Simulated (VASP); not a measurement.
# SiO2 (Quartz): input slips in a band-gap run and what they do

Aim: see how common mistakes in a band-structure run show up, on SiO2 (Quartz). The starting structure is a measured crystal structure from the Crystallography Open Database. The atoms were first relaxed with LDA in that cell, in a run that isn't shown, and the relaxed structure is the one below.

Program: VASP 6.6.1. Level of theory: Kohn-Sham DFT with plane waves and PAW; LDA. Results are calculated unless marked as measured.

## 1. Set-up

It takes space group P3_221 (No. 154, trigonal). The conventional cell has a = 4.921 Å, b = 4.921 Å, c = 5.409 Å, α = 90.00°, β = 90.00°, γ = 120.00°. Nearest to Si lie 4 O at 1.61 Å. Nearest to O lie 2 Si at 1.61 Å. Farther neighbours and most contacts between anions are not listed.

Structure file:

```
Si O
1.0
     4.92090    0.00000    0.00000
    -2.46045    4.26162    0.00000
     0.00000    0.00000    5.40910
Si O
3 6
Cartesian
  1.3070 2.2638 0.0000
  -1.1534 1.9978 1.8030
  2.3069 0.0000 3.6061
  -1.0872 3.1177 2.9642
  2.7645 2.5004 0.6419
  0.7832 3.6444 4.7672
  3.2436 0.6173 2.4449
  0.3041 1.7612 1.1611
  1.3732 1.1439 4.2480
```

## 2. Reference bands

INCAR

```
SYSTEM = SiO2
PREC = Accurate
ENCUT = 460
EDIFF = 1E-06
NELM = 100
ISMEAR = 0
SIGMA = 0.03
LREAL = .FALSE.
ALGO = Normal
GGA = CA
NBANDS = 46
LORBIT = 11
LWAVE = .FALSE.
LCHARG = .FALSE.
KPAR = 16
LASPH = .TRUE.
```

POSCAR

```
SiO2
1.0
    4.9209000000      0.0000000000      0.0000000000
   -2.4604500000      4.2616244095      0.0000000000
    0.0000000000      0.0000000000      5.4091000000
Si O
3 6
Direct
    0.5312129945      0.5312129945      0.0000000000
    0.0000000000      0.4687870055      0.3333333333
    0.4687870055      0.0000000000      0.6666666667
    0.1448427016      0.7315748149      0.5479944472
    0.8551572984      0.5867321133      0.1186722194
    0.5867321133      0.8551572984      0.8813277806
    0.7315748149      0.1448427016      0.4520055528
    0.2684251851      0.4132678867      0.2146611139
    0.4132678867      0.2684251851      0.7853388861
```

KPOINTS

```
Automatic mesh
0
Gamma
6 6 4
0 0 0
```

KPOINTS_OPT

```
Line mode
8
Line-mode
Reciprocal
  0.00000000   0.00000000   0.00000000 GAMMA
  0.50000000   0.00000000   0.00000000 M

  0.50000000   0.00000000   0.00000000 M
  0.33333333   0.33333333   0.00000000 K

  0.33333333   0.33333333   0.00000000 K
  0.00000000   0.00000000   0.00000000 GAMMA

  0.00000000   0.00000000   0.00000000 GAMMA
  0.00000000   0.00000000   0.50000000 A

  0.00000000   0.00000000   0.50000000 A
  0.50000000   0.00000000   0.50000000 L

  0.50000000   0.00000000   0.50000000 L
  0.33333333   0.33333333   0.50000000 H

  0.33333333   0.33333333   0.50000000 H
  0.00000000   0.00000000   0.50000000 A

  0.50000000   0.00000000   0.50000000 L
  0.50000000   0.00000000   0.00000000 M

  0.33333333   0.33333333   0.00000000 K
  0.33333333   0.33333333   0.50000000 H
```

PAW data sets: Si and O (LDA family, release 64).

Command:

```console
$ mpirun -np 16 vasp_std
```

Log:

```text
[banner, memory and clock lines left out]
running   16 mpi-ranks, on    1 nodes
 distrk:  each k-point on    1 cores,   16 groups
 distr:  one band on    1 cores,    1 groups

 POSCAR found type information on POSCAR SiO
 POSCAR found :  2 types and       9 ions
|                                                                             |
|           W    W    AA    RRRRR   N    N  II  N    N   GGGG   !!!           |
|           W    W   A  A   R    R  NN   N  II  NN   N  G    G  !!!           |
|           W    W  A    A  R    R  N N  N  II  N N  N  G       !!!           |
|           W WW W  AAAAAA  RRRRR   N  N N  II  N  N N  G  GGG   !            |
|           WW  WW  A    A  R   R   N   NN  II  N   NN  G    G                |
|           W    W  A    A  R    R  N    N  II  N    N   GGGG   !!!           |
|                                                                             |
|     For optimal performance we recommend to set                             |
|       NCORE = 2 up to number-of-cores-per-socket                            |
|     NCORE specifies how many cores store one orbital (NPAR=cpu/NCORE).      |
|     This setting can greatly improve the performance of VASP for DFT.       |
|     The default, NCORE=1 might be grossly inefficient on modern             |
|     multi-core architectures or massively parallel machines. Do your        |
|     Unfortunately you need to use the default for GW and RPA                |
|     calculations (for HF NCORE is supported but not extensively tested      |
|     yet).                                                                   |
|                                                                             |

 LDA part: xc-table for (Slater(with rela. corr.)+CA(PZ))
 , standard interpolation
 POSCAR, INCAR and KPOINTS ok, starting setup
 FFT: planning ... GRIDC
 FFT: planning ... GRID_SOFT
 FFT: planning ... GRID
 WAVECAR not read
 entering main loop
       N       E                     dE             d eps       ncg     rms          rms(c)
DAV:   1     0.194651205803E+03    0.19465E+03   -0.22476E+04  2224   0.877E+02
DAV:   2    -0.749057728279E+02   -0.26956E+03   -0.26014E+03  2648   0.232E+02
DAV:   3    -0.877169853586E+02   -0.12811E+02   -0.12725E+02  2720   0.490E+01
DAV:   4    -0.878183402462E+02   -0.10135E+00   -0.10133E+00  2566   0.490E+00
DAV:   5    -0.878193260260E+02   -0.98578E-03   -0.98576E-03  2612   0.455E-01    0.259E+01
DAV:   6    -0.781775540653E+02    0.96418E+01   -0.22402E+01  2388   0.230E+01    0.134E+01
DAV:   7    -0.780337259156E+02    0.14383E+00   -0.84010E-01  2522   0.373E+00    0.444E+00
DAV:   8    -0.779458780117E+02    0.87848E-01   -0.49467E-02  2668   0.127E+00    0.175E+00
DAV:   9    -0.779284175119E+02    0.17460E-01   -0.16877E-02  2660   0.726E-01    0.250E-01
DAV:  10    -0.779288160775E+02   -0.39857E-03   -0.70782E-04  2480   0.117E-01    0.746E-02
DAV:  11    -0.779288294547E+02   -0.13377E-04   -0.68201E-05  2628   0.453E-02    0.730E-03
DAV:  12    -0.779288293366E+02    0.11816E-06   -0.52488E-06  2634   0.987E-03
   1 F= -.77928829E+02 E0= -.77928829E+02  d E =-.108716E-23
 Start KPOINTS_OPT (optional k-point list driver)
k-point batch [1-24\72]
       N       E                     dE             ncg
DAV:   1    -0.488748887621E+03   -0.19434E+05     2208
DAV:   2    -0.653820048791E+04   -0.60495E+04     2692
DAV:   3    -0.684359826253E+04   -0.30540E+03     2736
DAV:   4    -0.684605721270E+04   -0.24590E+01     2582
DAV:   5    -0.684608225872E+04   -0.25046E-01     2748
DAV:   6    -0.684608266334E+04   -0.40462E-03     2650
DAV:   7    -0.684608267160E+04   -0.82633E-05     2498
DAV:   8    -0.684608267192E+04   -0.31971E-06     1866
[...]
k-point batch [49-72\72]
       N       E                     dE             ncg
DAV:   1    -0.398301096223E+03   -0.28364E+05     2208
DAV:   2    -0.653922796948E+04   -0.61409E+04     2670
DAV:   3    -0.684539281323E+04   -0.30616E+03     2768
DAV:   4    -0.684789728410E+04   -0.25045E+01     2610
DAV:   5    -0.684792283420E+04   -0.25550E-01     2666
DAV:   6    -0.684792324727E+04   -0.41307E-03     2738
DAV:   7    -0.684792325579E+04   -0.85144E-05     2400
DAV:   8    -0.684792325610E+04   -0.30917E-06     2020
```

Wall time 14 s (16 MPI ranks of Intel Xeon 6975P-C (Granite Rapids), shared host); peak memory 4.5 GiB; 2.8 min of CPU time.

Lines that name or quote the potential files are left out of all logs, and their timing lines are given in words.

Parts of OUTCAR (step 2):

```text
ion  position               nearest neighbor table
   1  0.531  0.531  0.000-   5 1.61   6 1.61   8 1.61   9 1.61   2 3.06   2 3.06   3 3.06   3 3.06

  LATTYP: Found a hexagonal cell.
 ALAT       =     4.9209000000
 C/A-ratio  =     1.0992094942

 Subroutine GETGRP returns: Found  6 space group operations
 (whereof  2 operations were pure point group operations)

The static configuration has the point symmetry C_2 .
 The point group associated with its full space group is D_3 .

 Found     24 irreducible k-points:

   k-points           NKPTS =     24   k-points in BZ     NKDIM =     24   number of bands    NBANDS=     46

   dimension x,y,z NGX =    36 NGY =   36 NGZ =   40
   dimension x,y,z NGXF=    72 NGYF=   72 NGZF=   80

   ENCUT  =  460.0 eV  33.81 Ry    5.81 a.u.   8.61  8.61  9.46*2*pi/ulx,y,z

   NELECT =      48.0000    total number of electrons

 k-points in reciprocal lattice and weights: Automatic mesh
   0.00000000  0.00000000  0.00000000       0.007
   0.16666667 -0.00000000  0.00000000       0.042
   0.33333333 -0.00000000  0.00000000       0.042
   0.50000000 -0.00000000  0.00000000       0.021
   0.16666667  0.16666667  0.00000000       0.042
   0.33333333  0.16666667  0.00000000       0.083
   0.33333333  0.33333333  0.00000000       0.014
   0.00000000  0.00000000  0.25000000       0.014
   0.16666667 -0.00000000  0.25000000       0.042
[...]
0.33333333  0.16666667  0.50000000       0.083
   0.33333333  0.33333333  0.50000000       0.014

 average (electrostatic) potential at core
       1 -88.1597       2 -88.1597       3 -88.1597       4 -73.5524       5 -73.5524
       6 -73.5524       7 -73.5524       8 -73.5524       9 -73.5524

 E-fermi :   1.0329

 k-point     1 :       0.0000    0.0000    0.0000
  band No.  band energies     occupation
    ...
     20      -0.1897      2.00000
     21      -0.1897      2.00000
     22       0.1257      2.00000
     23       0.5032      2.00000
     24       0.5032      2.00000
     25       6.5516      0.00000
     26       9.8147      0.00000
     27       9.8147      0.00000
     28      10.2784      0.00000
     29      10.2784      0.00000
    ...

 k-point     2 :       0.1667   -0.0000    0.0000
  band No.  band energies     occupation
    ...
     20      -0.2494      2.00000
     21      -0.1882      2.00000
     22       0.0255      2.00000
     23       0.5620      2.00000
     24       0.5966      2.00000
     25       6.9767      0.00000
     26       9.8007      0.00000
     27       9.8623      0.00000
     28      10.3094      0.00000
     29      10.4223      0.00000
    ...

 k-point     3 :       0.3333   -0.0000    0.0000
  band No.  band energies     occupation
    ...
     20      -0.2908      2.00000
     21      -0.2121      2.00000
     22      -0.0089      2.00000
     23       0.5812      2.00000
     24       0.7363      2.00000
     25       7.9765      0.00000
     26       9.8528      0.00000
     27       9.9561      0.00000
     28      10.4328      0.00000
     29      10.7770      0.00000
    ...

  Total       -0.9884573     -0.9884573     -0.8865333     -0.0000000      0.0000000      0.0000000
  in kB      -13.9612333    -13.9612333    -12.5216308     -0.0000000      0.0000000      0.0000000
  external PRESSURE =     -13.4813658 kB  Pullay stress =       0.0000000 kB

  energy-cutoff  :      460.00
  volume of cell :      113.43
      direct lattice vectors                 reciprocal lattice vectors
     4.920900000  0.000000000  0.000000000     0.203214859  0.117326154  0.000000000
    -2.460450000  4.261624410  0.000000000     0.000000000  0.234652307  0.000000000
     0.000000000  0.000000000  5.409100000     0.000000000  0.000000000  0.184873639

 POSITION                                       TOTAL-FORCE (eV/Angst)
 -----------------------------------------------------------------------------------
      1.30702      2.26383      0.00000        -0.006998     -0.012121      0.000000
     -1.15343      1.99779      1.80303        -0.006998      0.012121      0.000000
      2.30685      0.00000      3.60607         0.013997      0.000000      0.000000
     -1.08725      3.11770      2.96416         0.009849      0.000815      0.015101
      2.76452      2.50043      0.64191        -0.005630     -0.008122     -0.015101
      0.78318      3.64436      4.76719        -0.004219     -0.008937      0.015101
      3.24363      0.61727      2.44494        -0.004219      0.008937     -0.015101
      0.30407      1.76119      1.16112        -0.005630      0.008122      0.015101
      1.37320      1.14393      4.24798         0.009849     -0.000815     -0.015101
 -----------------------------------------------------------------------------------
    total drift:                               -0.000015     -0.000027      0.000001

  FREE ENERGIE OF THE ION-ELECTRON SYSTEM (eV)
  ---------------------------------------------------
  free  energy   TOTEN  =       -77.9288293366 eV

  energy  without entropy=      -77.9288293366  energy(sigma->0) =      -77.92882934

 total charge
# of ion       s       p       d       tot
------------------------------------------
    1        0.653   1.023   0.000   1.677
    2        0.653   1.023   0.000   1.677
    3        0.653   1.023   0.000   1.677
    4        1.547   3.686   0.000   5.233
    5        1.547   3.686   0.000   5.233
    6        1.547   3.686   0.000   5.233
    7        1.547   3.686   0.000   5.233
    8        1.547   3.686   0.000   5.233
    9        1.547   3.686   0.000   5.233
--------------------------------------------------
tot         11.242  25.185   0.000  36.427

[... 3 further parts left out ...]
```

The reference gap is 5.723 eV.

## 3. Bands with a cutoff far too low

A slip made on purpose: a cutoff far too low. Against step 2 the input has ENCUT = 180 (also changed: NELM).

INCAR, as its differences from that of step 2:

```diff
@@ -2,5 +2,5 @@
 PREC = Accurate
-ENCUT = 460
+ENCUT = 180
 EDIFF = 1E-06
-NELM = 100
+NELM = 60
 ISMEAR = 0
```

POSCAR is that of step 2.

KPOINTS is that of step 2.

KPOINTS_OPT is that of step 2.

Command:

```console
$ mpirun -np 16 vasp_std
```

Log:

```text
[banner, memory and clock lines left out]
running   16 mpi-ranks, on    1 nodes
[...]
[... a notice as in an earlier step ...]

 LDA part: xc-table for (Slater(with rela. corr.)+CA(PZ))
 , standard interpolation
 POSCAR, INCAR and KPOINTS ok, starting setup
[...]
entering main loop
       N       E                     dE             d eps       ncg     rms          rms(c)
DAV:   1     0.837246826954E+02    0.83725E+02   -0.12727E+04  2406   0.420E+02
DAV:   2    -0.769392731018E+02   -0.16066E+03   -0.15617E+03  2710   0.158E+02
DAV:   3    -0.820286910256E+02   -0.50894E+01   -0.50638E+01  2688   0.269E+01
DAV:   4    -0.820509470117E+02   -0.22256E-01   -0.22251E-01  2598   0.193E+00
[...]
DAV:  10    -0.772062882471E+02    0.42767E-04   -0.10041E-04  2492   0.379E-02    0.173E-02
DAV:  11    -0.772063010188E+02   -0.12772E-04   -0.39864E-06  2560   0.854E-03    0.557E-03
DAV:  12    -0.772063019462E+02   -0.92744E-06   -0.28509E-07  1972   0.208E-03
   1 F= -.77206302E+02 E0= -.77206302E+02  d E =-.309079E-24
 Start KPOINTS_OPT (optional k-point list driver)
k-point batch [1-24\72]
       N       E                     dE             ncg
DAV:   1    -0.347887364864E+04   -0.15022E+05     2408
DAV:   2    -0.729331891828E+04   -0.38144E+04     2712
DAV:   3    -0.741789695357E+04   -0.12458E+03     2688
DAV:   4    -0.741843661230E+04   -0.53966E+00     2602
DAV:   5    -0.741843983724E+04   -0.32249E-02     2708
DAV:   6    -0.741843986424E+04   -0.27004E-04     2680
DAV:   7    -0.741843986448E+04   -0.23946E-06     2164
[...]
k-point batch [49-72\72]
       N       E                     dE             ncg
DAV:   1    -0.341121202694E+04   -0.20714E+05     2414
DAV:   2    -0.732613432588E+04   -0.39149E+04     2676
DAV:   3    -0.745321672216E+04   -0.12708E+03     2690
DAV:   4    -0.745377549557E+04   -0.55877E+00     2622
DAV:   5    -0.745377886559E+04   -0.33700E-02     2652
DAV:   6    -0.745377889324E+04   -0.27652E-04     2702
DAV:   7    -0.745377889348E+04   -0.23975E-06     2076
```

Wall time 3.4 s (16 MPI ranks); peak memory 2.6 GiB.

From OUTCAR (step 3):

```text
  Total     -151.2516900   -151.2516900   -150.9951549      0.0000000      0.0000000      0.0000000
  in kB    -2136.3189701  -2136.3189702  -2132.6955998      0.0000000      0.0000000      0.0000000
  external PRESSURE =   -2135.1111800 kB  Pullay stress =       0.0000000 kB

 POSITION                                       TOTAL-FORCE (eV/Angst)
 -----------------------------------------------------------------------------------
      1.30702      2.26383      0.00000        -0.050986     -0.088310      0.000000
     -1.15343      1.99779      1.80303        -0.050986      0.088310      0.000000
      2.30685      0.00000      3.60607         0.101972     -0.000000      0.000000
     -1.08725      3.11770      2.96416        -0.412266     -0.089854      0.374025
      2.76452      2.50043      0.64191         0.283949      0.312106     -0.374025
      0.78318      3.64436      4.76719         0.128317      0.401960      0.374025
      3.24363      0.61727      2.44494         0.128317     -0.401960     -0.374025
      0.30407      1.76119      1.16112         0.283949     -0.312106      0.374025
      1.37320      1.14393      4.24798        -0.412266      0.089854     -0.374025
 -----------------------------------------------------------------------------------
    total drift:                                0.000001      0.000000     -0.000004

  FREE ENERGIE OF THE ION-ELECTRON SYSTEM (eV)
  ---------------------------------------------------
  free  energy   TOTEN  =       -77.2063019462 eV

  energy  without entropy=      -77.2063019462  energy(sigma->0) =      -77.20630195

[... 1 part as in an earlier step ...]

[... 2 further parts left out ...]
[key lines of the parts left out:]
E-fermi :   1.3474
```

With a cutoff far too low the gap is 4.895 eV, -0.829 eV from the reference.

## 4. Bands with a hybrid's name typed into the meta-GGA tag

A slip made on purpose: a hybrid's name typed into the meta-GGA tag. Against step 2 the input has METAGGA = HSE06 and no GGA (also changed: NELM).

INCAR

```
SYSTEM = SiO2
PREC = Accurate
ENCUT = 460
EDIFF = 1E-06
NELM = 60
ISMEAR = 0
SIGMA = 0.03
LREAL = .FALSE.
ALGO = Normal
NBANDS = 46
LORBIT = 11
LWAVE = .FALSE.
LCHARG = .FALSE.
KPAR = 16
LASPH = .TRUE.
METAGGA = HSE06
```

POSCAR is that of step 3.

KPOINTS is that of step 3.

KPOINTS_OPT is that of step 3.

Command:

```console
$ mpirun -np 16 vasp_std
```

Log:

```text
[banner, memory and clock lines left out]
running   16 mpi-ranks, on    1 nodes
[...]
|                                                                             |
|           W    W    AA    RRRRR   N    N  II  N    N   GGGG   !!!           |
|           W    W   A  A   R    R  NN   N  II  NN   N  G    G  !!!           |
|           W    W  A    A  R    R  N N  N  II  N N  N  G       !!!           |
|           W WW W  AAAAAA  RRRRR   N  N N  II  N  N N  G  GGG   !            |
|           WW  WW  A    A  R   R   N   NN  II  N   NN  G    G                |
|           W    W  A    A  R    R  N    N  II  N    N   GGGG   !!!           |
|                                                                             |
|     For optimal performance we recommend to set                             |
|       NCORE = 2 up to number-of-cores-per-socket                            |
|     NCORE specifies how many cores store one orbital (NPAR=cpu/NCORE).      |
|     This setting can greatly improve the performance of VASP for DFT.       |
[...]
|     calculations (for HF NCORE is supported but not extensively tested      |
|     yet).                                                                   |
|                                                                             |

|                                                                             |
|     EEEEEEE  RRRRRR   RRRRRR   OOOOOOO  RRRRRR      ###     ###     ###     |
|     E        R     R  R     R  O     O  R     R     ###     ###     ###     |
|     E        R     R  R     R  O     O  R     R     ###     ###     ###     |
|     EEEEE    RRRRRR   RRRRRR   O     O  RRRRRR       #       #       #      |
|     E        R   R    R   R    O     O  R   R                               |
|     E        R    R   R    R   O     O  R    R      ###     ###     ###     |
|     EEEEEEE  R     R  R     R  OOOOOOO  R     R     ###     ###     ###     |
|                                                                             |
|     Error: One of the selected functionals does not exist.                  |
|                                                                             |
|       ---->  I REFUSE TO CONTINUE WITH THIS SICK JOB ... BYE!!! <----       |
|                                                                             |

1
1
1
1
1
1
1
1
1
1
1
1
1
1
1
1
```

Elapsed: 6.6 s, on 16 MPI ranks.

VASP stopped with this message: “Error: One of the selected functionals does not exist”.

[end of part 1 of 2]

[Lines on the potential files, build, host, timing and source positions are cut from VASP's logs without a mark.]

[Logs are printed without paths, hosts, clocks, repeated set-up lines and the standing remarks that a program may print on its own settings, such as how far it seeks lower states.]

[Hosts, paths, dates, database ids (printed as entryN), source tags and the programs' standing remarks are cut or masked in the printed files.]
